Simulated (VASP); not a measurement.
Level of theory: LDA (Ceperley-Alder, Perdew-Zunger), VASP's LDA PAW potentials (set 64) (plane waves; VASP).

VASP input:

POSCAR:
```
Pd
1.0
  0.0000000000   1.8566139468   1.8566139468
  1.8566139468   0.0000000000   1.8566139468
  1.8566139468   1.8566139468   0.0000000000
Pd
1
direct
  0.0000000000   0.0000000000   1.0000000000
```

KPOINTS:
```
Automatic mesh
0
Gamma
  17 17 17
0 0 0
```

**INCAR**
```
SYSTEM = Pd
PREC = Accurate; ENCUT = 500; LREAL = F
LASPH = T
EDIFF = 1E-6; NELM = 100; ALGO = Normal
LMAXMIX = 4
ISMEAR = 1; SIGMA = 0.1
IBRION = 2; NSW = 40; ISIF = 3
EDIFFG = -0.02; PSTRESS = 300
LWAVE = F; LCHARG = F
```

POTCAR, in this order: Pd (LDA.64 set). Program: vasp_std.

Output of the run:

**OSZICAR**
```
       N       E                     dE             d eps       ncg     rms          rms(c)
DAV:   1     0.367592610692E+02    0.36759E+02   -0.53124E+03  2978   0.103E+03
DAV:   2    -0.641361891534E+01   -0.43173E+02   -0.42140E+02  3234   0.198E+02
DAV:   3    -0.674312134043E+01   -0.32950E+00   -0.32665E+00  3456   0.204E+01
DAV:   4    -0.674459397685E+01   -0.14726E-02   -0.14725E-02  3618   0.123E+00
DAV:   5    -0.674460572817E+01   -0.11751E-04   -0.11751E-04  3469   0.917E-02    0.122E+01
DAV:   6    -0.641307259583E+01    0.33153E+00   -0.11698E+00  3066   0.107E+01    0.596E+00
DAV:   7    -0.638182224894E+01    0.31250E-01   -0.40810E-02  4289   0.177E+00    0.259E+00
DAV:   8    -0.637474299640E+01    0.70793E-02   -0.25952E-03  3298   0.609E-01    0.141E-01
DAV:   9    -0.637474031319E+01    0.26832E-05   -0.16158E-05  3901   0.481E-02    0.347E-02
DAV:  10    -0.637474374125E+01   -0.34281E-05   -0.29099E-06  3407   0.162E-02    0.280E-03
DAV:  11    -0.637474371850E+01    0.22752E-07   -0.24822E-08  1719   0.160E-03
   1 F= -.39780889E+01 E0= -.39776357E+01  d E =-.397809E+01
```

OUTCAR:
```
------------------------ aborting loop because EDIFF is reached ----------------------------------------
  FORCE on cell =-STRESS in cart. coord.  units (eV):
  Direction    XX          YY          ZZ          XY          YZ          ZX
  --------------------------------------------------------------------------------------
  Total        2.3939582      2.3939582      2.3939582      0.0000000     -0.0000000     -0.0000000
  in kB      299.6624466    299.6624466    299.6624466      0.0000000     -0.0000000     -0.0000000
  external PRESSURE =      -0.3375534 kB  Pullay stress =     300.0000000 kB
  volume of cell :       12.80
      direct lattice vectors                 reciprocal lattice vectors
     0.000000000  1.856613947  1.856613947    -0.269307467  0.269307467  0.269307467
     1.856613947  0.000000000  1.856613947     0.269307467 -0.269307467  0.269307467
     1.856613947  1.856613947  0.000000000     0.269307467  0.269307467 -0.269307467
 POSITION                                       TOTAL-FORCE (eV/Angst)
 -----------------------------------------------------------------------------------
      0.00000      0.00000      0.00000         0.000000     -0.000000      0.000000
 -----------------------------------------------------------------------------------
    total drift:                               -0.000000     -0.000000     -0.000000
  FREE ENERGIE OF THE ION-ELECTRON SYSTEM (eV)
  ---------------------------------------------------
  free  energy   TOTEN  =        -6.3747437185 eV

  energy  without entropy=       -6.3733841769  energy(sigma->0) =       -6.37429054
  enthalpy is  TOTEN    =        -3.9780888730 eV   P V=        2.3966548455

 reached required accuracy - stopping structural energy minimisation
```
(Selected blocks of OUTCAR.)

The compound is Pd in the fcc structure. It was relaxed first under an external pressure of 30 GPa.
